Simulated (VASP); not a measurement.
Here is the system:

```
Ni3Si
1.0
    3.58020     0.00000     0.00000
    0.00000     3.58020     0.00000
    0.00000     0.00000     3.58020
Si Ni
1 3
Cartesian
  0.00000   0.00000   0.00000
  0.00000   1.79010   1.79010
  1.79010   0.00000   1.79010
  1.79010   1.79010   0.00000
```

All values below come from PBE GGA, VASP's PBE PAW potentials (set 64) (plane waves; VASP). Numerical set-up: 400 eV cut-off, 7×7×7 Γ-centred mesh, first-order Methfessel-Paxton smearing of 0.10 eV, potentials Si Ni.

Energy and stress use the plane-wave basis of the starting cell.

Q: The ions, cell shape and volume are relaxed. Give the cell that the relaxation ends in.

A: 
```
Ni3Si
1.0
    3.50488     0.00000     0.00000
    0.00000     3.50488     0.00000
    0.00000     0.00000     3.50488
Si Ni
1 3
Direct
  0.00000   0.00000   0.00000
  0.00000   0.50000   0.50000
  0.50000   0.00000   0.50000
  0.50000   0.50000   0.00000
```
Space group Pm-3m (221), at a tolerance of 0.03 Å.

Q: How do energy and volume change from the first to the last step?

A: The energy (σ→0) changes by -28.4 meV/atom and the volume by -6.2 %, in 3 ionic steps.

The compound is Ni3Si in the L1_2 structure. This run relaxes it. Symmetry was kept, so distortions that lower it aren't found. The run is not spin-polarised, so no magnetic state was tried.
